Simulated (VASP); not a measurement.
# K2B2P (P-3m1) in VASP: settings compared

One crystal, K2B2P, is run at these levels: LDA, revPBE+D3; tasks: density of states, band structure.

Program: VASP 6.6.1. These are calculated values, not measurements. Logs are shortened: lines on timing, memory, paths and dates and some standing lists are left out, and cuts for length are marked.

## 1. The undisturbed crystal

It takes space group P-3m1 (No. 164, trigonal). The conventional cell has a = 5.364 Å, b = 5.364 Å, c = 5.084 Å, α = 90.00°, β = 90.00°, γ = 120.00°. Around K (site symmetry 3m) lie 3 B at 3.12 Å and 3 P at 3.41 Å. B (site symmetry 3m) is surrounded by 1 B at 1.53 Å. P (site symmetry -3m) has 2 B at 1.78 Å as nearest neighbours.

The cell was built by a generator and needn't be a form met in nature.

## 2. Density of states, LDA (atoms moved at random, drawn with an rms of 0.05 Å)

run.py

```python
from ase.calculators.vasp import Vasp
from ase.dft.dos import DOS
from ase.io import read

atoms = read('K2B2P.xyz')
calc = Vasp(
    directory='calc',
    xc='lda',
    pp='LDA',
    setups='minimal',
    pp_version='54',
    prec='Accurate',
    encut=500,
    ediff=1e-07,
    ismear=-1,
    sigma=0.05,
    lreal=False,
    lasph=True,
    nelm=60,
    algo='Normal',
    isif=2,
    lwave=False,
    lcharg=False,
    lorbit=11,
    kpts=[6, 6, 5],
    gamma=True,
    nbands=20,
)
atoms.calc = calc

print('energy (eV):', atoms.get_potential_energy())
print('free energy (eV):', atoms.get_potential_energy(force_consistent=True))
print('forces (eV/A):')
print(atoms.get_forces())
print('stress (eV/A^3, Voigt):', atoms.get_stress())
print('Fermi level (eV):', calc.get_fermi_level())
dos = DOS(calc, width=0.1, window=(-10, 10), npts=301)
print('E - E_F (eV), DOS (1/eV)')
for e, g in zip(dos.get_energies(), dos.get_dos()):
    print(f'{e:8.3f} {g:10.4f}')
```

K2B2P.xyz

```xyz
5
Lattice="5.3636600000 0.0000000000 0.0000000000 -2.6818300000 4.6450700000 0.0000000000 0.0000000000 0.0000000000 5.0835400000" Properties=species:S:1:pos:R:3 pbc="T T T"
K     -0.0364058423      3.0689373631      1.4464501374
K      2.6524666433      1.5247953233      3.6856986720
B      0.0722806822      0.0450200184      1.7728286561
B     -0.0179280336     -0.0158443338      3.2785833711
P     -0.0109472301      0.0426324525     -0.0224641633
```

Potentials or basis: VASP PAW LDA potentials, release 54 (K_pv, B, P).

On the command line:

```console
$ python run.py
```

The program printed:

```text
energy (eV): -22.34246298
free energy (eV): -22.35377369
forces (eV/A):
[[ 0.11246567  0.10797248 -0.00394435]
 [ 0.01520477  0.03572286 -0.01055311]
 [-0.13684708 -0.16298829 -0.98730081]
 [ 0.12286698  0.01311165  0.70945402]
 [-0.11369033  0.0061813   0.29234424]]
stress (eV/A^3, Voigt): [0.01177699 0.01022293 0.01874243 0.0004272  0.00087913 0.00119527]
Fermi level (eV): 0.42982396
E - E_F (eV), DOS (1/eV)
 -10.000     0.0000
  -9.933     0.0000
  -9.867     0.0000
  -9.800     0.0000
  -9.733     0.0000
  -9.667     0.0000
  -9.600     0.0000
  -9.533     0.0000
  -9.467     0.0000
  -9.400     0.0000
  -9.333     0.0000
  -9.267     0.0000
  -9.200     0.0000
  -9.133     0.0000
  -9.067     0.0000
  -9.000     0.0000
  -8.933     0.0009
  -8.867     0.0182
  -8.800     0.1799
  -8.733     0.8913
  -8.667     2.4344
  -8.600     3.8000
  -8.533     3.1598
  -8.467     1.2676
  -8.400     0.2293
  -8.333     0.0180
  -8.267     0.0015
  -8.200     0.0209
  -8.133     0.2338
  -8.067     1.2511
  -8.000     3.2649
  -7.933     4.1106
  -7.867     2.4094
  -7.800     0.6325
  -7.733     0.0722
  -7.667     0.0035
  -7.600     0.0001
  -7.533     0.0000
  -7.467     0.0000
  -7.400     0.0000
  -7.333     0.0007
  -7.267     0.0170
  -7.200     0.1806
  -7.133     0.8754
  -7.067     1.9402
  -7.000     1.9437
  -6.933     0.8822
  -6.867     0.3940
  -6.800     1.1043
  -6.733     2.1693
  -6.667     1.7890
  -6.600     0.6117
  -6.533     0.0867
  -6.467     0.0051
  -6.400     0.0001
  -6.333     0.0000
  -6.267     0.0000
  -6.200     0.0000
  -6.133     0.0000
  -6.067     0.0000
  -6.000     0.0001
  -5.933     0.0030
  -5.867     0.0697
  -5.800     0.6773
  -5.733     2.7156
  -5.667     4.4942
  -5.600     3.0696
  -5.533     0.8651
  -5.467     0.1006
  -5.400     0.0048
  -5.333     0.0001
  -5.267     0.0000
  -5.200     0.0000
  -5.133     0.0000
  -5.067     0.0004
  -5.000     0.0137
  -4.933     0.2178
  -4.867     1.4214
  -4.800     3.8177
  -4.733     4.2204
  -4.667     1.9203
  -4.600     0.3597
  -4.533     0.0277
  -4.467     0.0009
  -4.400     0.0000
  -4.333     0.0000
  -4.267     0.0000
  -4.200     0.0004
  -4.133     0.0073
  -4.067     0.0622
  -4.000     0.2846
  -3.933     0.8054
  -3.867     1.3941
  -3.800     1.6930
  -3.733     2.3017
  -3.667     3.1867
  -3.600     3.1368
  -3.533     2.5678
  -3.467     2.6618
  -3.400     3.1879
  -3.333     3.4247
  -3.267     4.1807
  -3.200     5.2228
  -3.133     5.0117
  -3.067     3.6825
  -3.000     2.3446
  -2.933     1.6474
  -2.867     2.1806
  -2.800     3.5128
  -2.733     3.9609
  -2.667     2.5770
  -2.600     0.8340
  -2.533     0.1224
  -2.467     0.0078
  -2.400     0.0002
  -2.333     0.0000
  -2.267     0.0000
  -2.200     0.0000
  -2.133     0.0000
  -2.067     0.0000
  -2.000     0.0001
  -1.933     0.0037
  -1.867     0.0487
  -1.800     0.3230
  -1.733     1.2026
  -1.667     2.5150
  -1.600     2.9127
  -1.533     2.2635
  -1.467     1.8438
  -1.400     2.3067
  -1.333     3.7234
  -1.267     4.0057
  -1.200     2.1885
  -1.133     0.5837
  -1.067     0.0745
  -1.000     0.0044
  -0.933     0.0001
  -0.867     0.0000
  -0.800     0.0000
  -0.733     0.0000
  -0.667     0.0003
  -0.600     0.0073
  -0.533     0.0936
  -0.467     0.5945
  -0.400     1.8985
  -0.333     3.1452
  -0.267     3.0635
  -0.200     2.7396
  -0.133     3.7001
  -0.067     4.4736
   0.000     3.0756
   0.067     1.0377
   0.133     0.1613
   0.200     0.0244
   0.267     0.0458
   0.333     0.0621
   0.400     0.0364
   0.467     0.0241
   0.533     0.0719
   0.600     0.1482
   0.667     0.2319
   0.733     0.3661
   0.800     0.3427
   0.867     0.2022
   0.933     0.4563
   1.000     1.4372
   1.067     2.7175
   1.133     3.3731
   1.200     3.0253
   1.267     2.4669
   1.333     2.2829
   1.400     1.9519
   1.467     1.6173
   1.533     1.6911
   1.600     1.9918
   1.667     2.4511
   1.733     2.3784
   1.800     1.9922
   1.867     2.6020
   1.933     3.5874
   2.000     3.6572
   2.067     3.2158
   2.133     2.4926
   2.200     1.9871
   2.267     2.1480
   2.333     2.5867
   2.400     3.0539
   2.467     3.2251
   2.533     3.0649
   2.600     2.8439
   2.667     2.9900
   2.733     3.8108
   2.800     4.7467
   2.867     5.5778
   2.933     6.1028
   3.000     5.2996
   3.067     3.3102
   3.133     2.3081
   3.200     3.0122
   3.267     3.6364
   3.333     2.8829
   3.400     2.0481
   3.467     1.8412
   3.533     2.4718
   3.600     4.0855
   3.667     5.1732
   3.733     5.0977
   3.800     4.8726
   3.867     4.7548
   3.933     4.3653
   4.000     3.7118
   4.067     3.1204
   4.133     2.9458
   4.200     3.1400
   4.267     3.4883
   4.333     3.8364
   4.400     3.8846
   4.467     3.6106
   4.533     3.4347
   4.600     3.3570
   4.667     3.8052
   4.733     5.1641
   4.800     6.3023
   4.867     5.9610
   4.933     4.5111
   5.000     3.6914
   5.067     3.7552
   5.133     3.4527
   5.200     2.2984
   5.267     1.3964
   5.333     1.1415
   5.400     0.8405
   5.467     0.3832
   5.533     0.1346
   5.600     0.0538
   5.667     0.0303
   5.733     0.0723
   5.800     0.1244
   5.867     0.0900
   5.933     0.0268
   6.000     0.0033
   6.067     0.0002
   6.133     0.0000
   6.200     0.0000
   6.267     0.0000
   6.333     0.0000
   6.400     0.0000
   6.467     0.0000
   6.533     0.0000
   6.600     0.0000
   6.667     0.0000
   6.733     0.0000
   6.800     0.0000
   6.867     0.0000
   6.933     0.0000
   7.000     0.0000
   7.067     0.0000
   7.133     0.0000
   7.200     0.0000
   7.267     0.0000
   7.333     0.0000
   7.400     0.0000
   7.467     0.0000
   7.533     0.0000
   7.600     0.0000
   7.667     0.0000
   7.733     0.0000
   7.800     0.0000
   7.867     0.0000
   7.933     0.0000
   8.000     0.0000
   8.067     0.0000
   8.133     0.0000
   8.200     0.0000
   8.267     0.0000
   8.333     0.0000
   8.400     0.0000
   8.467     0.0000
   8.533     0.0000
   8.600     0.0000
   8.667     0.0000
   8.733     0.0000
   8.800     0.0000
   8.867     0.0000
   8.933     0.0000
   9.000     0.0000
   9.067     0.0000
   9.133     0.0000
   9.200     0.0000
   9.267     0.0000
   9.333     0.0000
   9.400     0.0000
   9.467     0.0000
   9.533     0.0000
   9.600     0.0000
   9.667     0.0000
   9.733     0.0000
   9.800     0.0000
   9.867     0.0000
   9.933     0.0000
  10.000     0.0000
```

It took 3.7 min on 1 thread of Intel Xeon Platinum 8559C (Emerald Rapids), shared host; peak memory 0.33 GiB.

Results:

* Free energy: -22.3538 eV
* Pressure: -2.2 GPa
* Largest force: 1.010 eV/Å
* Band gap on the k mesh: none (metal or under the smearing width)
* Valence electrons inside the program's atomic spheres: K 6.14; B 1.92, 1.93; P 2.60

Forces in eV/Å, atoms in the order of the input:
```
K    0.112  0.108 -0.004
K    0.015  0.036 -0.011
B   -0.137 -0.163 -0.987
B    0.123  0.013  0.709
P   -0.114  0.006  0.292
```

Levels at points of the mesh, in eV from the Fermi level:
```
           k point  band 9  band 10  band 11  band 12  band 13  band 14  band 15  band 16  band 17  band 18
(0.00, 0.00, 0.00)   -6.73    -3.40    -3.40     0.32     1.45     1.46     2.02     2.16     2.95     3.44
(0.50, 0.00, 0.00)   -6.71    -3.95    -3.32     0.99     1.14     1.18     2.24     2.45     2.82     3.20
(0.00, 0.50, 0.00)   -6.71    -3.95    -3.32     1.08     1.14     1.22     2.12     2.41     2.77     3.30
(0.50, 0.50, 0.00)   -6.71    -3.95    -3.32     1.12     1.14     1.17     2.13     2.40     2.78     3.31
```

States per cell in windows of 1 eV (zero at the Fermi level; states under -8 eV left out):
```tsv
from (eV)	total	B3_p	B4_p	P5_p	K1_d	K2_d	K2_p
-8.0	0.80	0.04	0.04	0.13	0.00	0.00	0.00
-7.0	0.60	0.07	0.07	0.06	0.00	0.00	0.00
-6.0	0.80	0.15	0.16	0.13	0.00	0.00	0.00
-5.0	0.80	0.21	0.21	0.16	0.00	0.00	0.00
-4.0	2.72	0.20	0.21	0.53	0.01	0.01	0.04
-3.0	1.27	0.06	0.07	0.31	0.01	0.01	0.02
-2.0	1.59	0.24	0.23	0.06	0.02	0.02	0.03
-1.0	1.17	0.14	0.13	0.10	0.02	0.02	0.02
0.0	0.61	0.06	0.06	0.05	0.01	0.01	0.01
1.0	2.31	0.13	0.14	0.14	0.09	0.09	0.05
2.0	3.25	0.20	0.19	0.05	0.16	0.16	0.07
3.0	3.93	0.29	0.28	0.09	0.31	0.32	0.12
4.0	3.91	0.09	0.08	0.06	0.65	0.64	0.19
5.0	1.22	0.03	0.03	0.01	0.24	0.24	0.05
```

## 3. Band structure, revPBE+D3 (cell strained at random at fixed volume)

run.py

```python
from ase.calculators.vasp import Vasp
from ase.dft.bandgap import bandgap
from ase.io import read

atoms = read('K2B2P.xyz')
calc = Vasp(
    directory='calc',
    xc='revpbe',
    pp='PBE',
    setups='materialsproject',
    prec='Accurate',
    encut=520,
    ediff=1e-06,
    ismear=0,
    sigma=0.05,
    lreal=False,
    lasph=True,
    nelm=80,
    algo='Normal',
    isif=2,
    lwave=False,
    lcharg=True,
    ivdw=11,
    kpts=[6, 6, 5],
    gamma=True,
    nbands=22,
)
atoms.calc = calc

print('energy (eV):', atoms.get_potential_energy())
print('free energy (eV):', atoms.get_potential_energy(force_consistent=True))
efermi = calc.get_fermi_level()
print('Fermi level (eV):', efermi)
path = atoms.cell.bandpath(npoints=60, eps=1e-4)
print('path:', path.path)
calc.set(kpts=path.kpts, reciprocal=True, icharg=11, isym=0, lcharg=False)
calc.calculate(atoms)
print('gap on the path (eV):', bandgap(calc, efermi=efermi)[0])
print('direct gap on the path (eV):', bandgap(calc, efermi=efermi, direct=True)[0])
```

K2B2P.xyz

```xyz
5
Lattice="5.4025630000 0.0260620000 -0.0639800000 -2.6787110000 4.6181650000 0.0445380000 -0.0606390000 0.0137330000 5.0629290000" Properties=species:S:1:pos:R:3 pbc="T T T"
K     -0.0020546672      3.0913462452      1.4339852429
K      2.6652676672      1.5666137548      3.6095017571
B     -0.0212030327      0.0048018808      1.7703037541
B     -0.0394359673      0.0089311192      3.2926252459
P      0.0000000000      0.0000000000      0.0000000000
```

Potentials or basis: VASP PAW PBE potentials, release 64 (K_sv, B, P).

On the command line:

```console
$ python run.py
```

The program printed:

```text
energy (eV): -20.31190032
free energy (eV): -20.31559628
Fermi level (eV): 1.96762514
path: XGY,LGZ,NGM,RG
gap on the path (eV): 0.0
direct gap on the path (eV): 0.0
```

OUTCAR:

```text
ENCUT = 520.000000
   EDIFF = 1.00e-06
   GGA = RE
   PREC = Accurate
   ICHARG = 11
   ISIF = 2
   ISMEAR = 0
   ISYM = 0
   NELM = 80
   IVDW = 11
   LASPH = .TRUE.
   LREAL = .FALSE.
 IVDW          = 11

 ion  position               nearest neighbor table
   1  0.333  0.667  0.282-   5 3.38   2 3.76   2 3.81
   2  0.667  0.333  0.718-   5 3.38   1 3.76   1 3.81
   3  0.000  0.000  0.350-   4 1.52   5 1.77
   4  1.000  1.000  0.650-   3 1.52   5 1.77
   5  0.000  0.000  0.000-   3 1.77   4 1.77   1 3.38   2 3.38

IMPORTANT INFORMATION: All symmetrisations will be switched off!
NOSYMM: (Re-)initialisation of all symmetry stuff for point group C_1.

----------------------------------------------------------------------------------------

                                     Primitive cell

  volume of cell :     126.6542

  direct lattice vectors                    reciprocal lattice vectors
     5.402563000  0.026062000 -0.063980000     0.184603626  0.107058588  0.001920616
    -2.678711000  4.618165000  0.044538000    -0.001048751  0.215933676 -0.000598273
    -0.060639000  0.013733000  5.062929000     0.002342053 -0.000546649  0.197543660

[... 123 lines left out ...]
 fundamental gap:      0.0081077297
 Fermi energy:         3.2083528083

 k-point     1 :       0.0000    0.0000   -0.5000
  band No.  band energies     occupation
      1     -29.3143      2.00000
      2     -29.2946      2.00000
      3     -12.8758      2.00000
      4     -12.8600      2.00000
      5     -12.7968      2.00000
      6     -12.7778      2.00000
[... 589 lines left out ...]
     21       6.3538      0.00000
     22       6.4841      0.00000

 [... further k-points ...]

------------------------ aborting loop because EDIFF is reached ----------------------------------------

 Edisp (eV)   -1.09806

 E8    (eV) :    -0.5193

  FORCE on cell =-STRESS in cart. coord.  units (eV):
  Direction    XX          YY          ZZ          XY          YZ          ZX
  --------------------------------------------------------------------------------------
  -------------------------------------------------------------------------------------
  Total      -0.66400    -0.53827     0.92447    -0.10880     0.11945    -0.10291
  in kB      -8.39961    -6.80915    11.69458    -1.37638     1.51106    -1.30177
  external pressure =       -1.17 kB  Pullay stress =        0.00 kB

 VOLUME and BASIS-vectors are now :
 -----------------------------------------------------------------------------
  energy-cutoff  :      520.00
  volume of cell :      126.65
      direct lattice vectors                 reciprocal lattice vectors
     5.402563000  0.026062000 -0.063980000     0.184603626  0.107058588  0.001920616
    -2.678711000  4.618165000  0.044538000    -0.001048751  0.215933676 -0.000598273
    -0.060639000  0.013733000  5.062929000     0.002342053 -0.000546649  0.197543660

 POSITION                                       TOTAL-FORCE (eV/Angst)
 -----------------------------------------------------------------------------------
     -0.00205      3.09135      1.43399         0.014916      0.015912      0.037105
      2.66527      1.56661      3.60950        -0.014914     -0.015913     -0.037103
     -0.02120      0.00480      1.77030        -0.032963     -0.006614     -0.698295
      2.68442      4.65316      3.27318         0.032963      0.006616      0.698297
      0.00000      0.00000      0.00000        -0.000002     -0.000002     -0.000003
 -----------------------------------------------------------------------------------
    total drift:                                0.000000     -0.000007      0.000001

  FREE ENERGIE OF THE ION-ELECTRON SYSTEM (eV)
  ---------------------------------------------------
  free  energy   TOTEN  =       -18.9385010796 eV

  energy  without entropy=      -18.9316301497  energy(sigma->0) =      -18.93506561
```

INCAR:

```text
ENCUT = 520.000000
SIGMA = 0.050000
EDIFF = 1.00e-06
ALGO = Normal
GGA = RE
PREC = Accurate
ICHARG = 11
ISIF = 2
ISMEAR = 0
ISYM = 0
NBANDS = 22
NELM = 80
IVDW = 11
LASPH = .TRUE.
LCHARG = .FALSE.
LWAVE = .FALSE.
LREAL = .FALSE.
```

Wall time 6.3 min (1 thread of Intel Xeon Platinum 8559C (Emerald Rapids), shared host); peak memory 0.32 GiB.

What came out:

```yaml
Band_gap_along_the_path: none (metal or under the smearing width)
Dispersion_energy_per_atom: -0.220 eV
```

Levels at the corners of the path, in eV from the Fermi level:
```
point  band 9  band 10  band 11  band 12  band 13  band 14  band 15  band 16  band 17  band 18
    X  -11.89    -8.97    -4.59    -2.67    -2.66    -1.57    -1.56     1.67     2.52     2.70
    Γ  -12.15    -7.23    -6.79    -3.50    -3.48     0.73     1.54     1.55     2.10     2.13
    Y  -12.00    -7.17    -6.78    -3.97    -3.41     1.27     1.31     1.32     2.39     2.42
    L  -11.82    -8.84    -4.60    -3.03    -2.65    -1.94    -1.45     2.03     3.31     3.62
    Γ  -12.15    -7.23    -6.79    -3.50    -3.48     0.73     1.54     1.55     2.10     2.13
    Z  -12.00    -7.17    -6.78    -3.96    -3.42     1.25     1.30     1.33     2.35     2.41
    N  -11.81    -8.84    -4.60    -3.03    -2.67    -1.94    -1.47     2.03     3.28     3.59
    Γ  -12.15    -7.23    -6.79    -3.50    -3.48     0.73     1.54     1.55     2.10     2.13
    M  -12.00    -7.17    -6.78    -3.96    -3.42     1.26     1.29     1.34     2.36     2.41
    R  -11.81    -8.85    -4.60    -3.03    -2.66    -1.94    -1.47     2.01     3.28     3.62
    Γ  -12.15    -7.23    -6.79    -3.50    -3.48     0.73     1.54     1.55     2.10     2.13
```

Caveat: the log is that of the step along the path at fixed density, whose energy, stress, charges and moments have no meaning; the PAW data sets were made with another functional, which shifts forces and pressure a little; pairwise dispersion overbinds metals, which lowers pressure and volume.

## 4. For comparison

An earlier run on the cell as given: functional PBE; potentials or basis VASP PAW PBE potentials, release 64 (K_sv, B, P); cutoff 520 eV; k mesh 6 × 6 × 5; occupations fermi-dirac, width 0.05 eV; no spin polarisation.

- Pressure: -0.1 GPa
- Largest force: 0.018 eV/Å
- Band gap on the k mesh: none (metal or under the smearing width)

## 5. The runs side by side

| task | level | potentials or basis | cell | cutoff (eV) | smearing | gap on the mesh (eV) | pressure (GPa) | largest force (eV/Å) |
| --- | --- | --- | --- | --- | --- | --- | --- | --- |
| density of states | LDA | VASP PAW LDA potentials, release 54 (K_pv, B, P) | atoms moved at random, drawn with an rms of 0.05 Å | 500 | fermi-dirac 0.05 eV | none | -2.2 | 1.01 |
| band structure | revPBE+D3 | VASP PAW PBE potentials, release 64 (K_sv, B, P) | cell strained at random at fixed volume | 520 | gaussian 0.05 eV | - | - | - |
| single point | PBE | VASP PAW PBE potentials, release 64 (K_sv, B, P) | as given | 520 | fermi-dirac 0.05 eV | none | -0.1 | 0.02 |

Alike in all rows: no spin polarisation; k mesh 6 × 6 × 5.

Caveats: the PAW data sets were made with another functional, which shifts forces and pressure a little (some runs); pairwise dispersion overbinds metals, which lowers pressure and volume (some runs).

Absolute energies hang on the potentials; compare differences alone.
